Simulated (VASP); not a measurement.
Level of theory: r2SCAN meta-GGA, VASP's PBE PAW potentials (set 64) (plane waves; VASP).

VASP input:

POSCAR:
```
TiO2
1
    4.6023307248     0.0000000000     0.0000000000
    0.0000000000     4.6023307248     0.0000000000
    0.0000000000     0.0000000000     2.9601607042
Ti O
2 4
Direct
  1.0000000000   0.0000000000   0.0000000000
  0.5000000000   0.5000000000   0.5000000000
  0.3045125053   0.3045125053   1.0000000000
  0.8045125053   0.1954874947   0.5000000000
  0.1954874947   0.8045125053   0.5000000000
  0.6954874947   0.6954874947   0.0000000000
```

### INCAR
```
SYSTEM = TiO2
PREC = Accurate
ENCUT = 520
EDIFF = 1E-7
NELM = 100
ALGO = Normal
LREAL = .FALSE.
LASPH = .TRUE.
ISMEAR = 0
SIGMA = 0.05
METAGGA = R2SCAN
LMIXTAU = .TRUE.
LMAXMIX = 4
LWAVE = .FALSE.
LCHARG = .FALSE.
ISIF = 4
IBRION = 2
NSW = 30
EDIFFG = -0.01
```

KPOINTS:
```
K-points
0
G
5 5 8
```

POTCAR, in this order: Ti_sv O (PBE.64 set). Program: vasp_std.

Question: Estimate the energy per atom (σ→0), band gap (on the k-mesh).

Answer: 
The energy per atom (σ→0) is -1122.4 kJ/mol of atoms and the band gap (on the k-mesh) comes out as 2.21 eV.

**OSZICAR**
```
...
DAV:  15    -0.697954455589E+02    0.35948E-03   -0.29995E-04  2052   0.156E-01    0.280E-02
DAV:  16    -0.697959751881E+02   -0.52963E-03   -0.34850E-04  1884   0.187E-01    0.710E-03
DAV:  17    -0.697959803476E+02   -0.51594E-05   -0.17646E-05  1908   0.450E-02    0.199E-03
DAV:  18    -0.697959875833E+02   -0.72358E-05   -0.33180E-06  2116   0.183E-02    0.166E-03
DAV:  19    -0.697959866063E+02    0.97705E-06   -0.52120E-07  1696   0.745E-03    0.931E-04
DAV:  20    -0.697959878892E+02   -0.12830E-05   -0.48216E-07  1652   0.648E-03    0.294E-04
DAV:  21    -0.697959878585E+02    0.30737E-07   -0.37216E-08  1152   0.216E-03
   1 F= -.69795988E+02 E0= -.69795988E+02  d E =-.697960E+02
```

The compound is TiO2 in the rutile structure. It was relaxed first.
